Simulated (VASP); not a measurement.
Input:

```
CELL_PARAMETERS angstrom
      0.00000     2.60000     2.60000
      2.60000     0.00000     2.60000
      2.60000     2.60000     0.00000
ATOMIC_POSITIONS crystal
  Mg 0.00000 0.00000 0.00000
  S  0.50000 0.50000 0.50000
```

These are RPBE GGA, VASP's PBE PAW potentials (set 64) (plane waves; VASP) values and carry that method's errors. Numerical set-up: 520 eV cut-off, 8×8×8 Γ-centred mesh, Gaussian smearing of 0.050 eV, potentials Mg S.

Energy and stress use the plane-wave basis of the starting cell.

Problem. The ions, cell shape and volume are relaxed. What does this cell relax into?

Solution. 
```
CELL_PARAMETERS angstrom
      0.00000     2.63547     2.63547
      2.63547     0.00000     2.63547
      2.63547     2.63547     0.00000
ATOMIC_POSITIONS crystal
  Mg 0.00000 0.00000 0.00000
  S  0.50000 0.50000 0.50000
```
Space group Fm-3m (225), at a tolerance of 0.03 Å.

Problem. How do energy and volume change from the first to the last step?

Solution. The energy (σ→0) changes by -6.9 meV/atom and the volume by +4.1 %, in 3 ionic steps.

The compound is MgS in the rock salt structure. This run relaxes it. Symmetry was kept, so distortions that lower it aren't found.
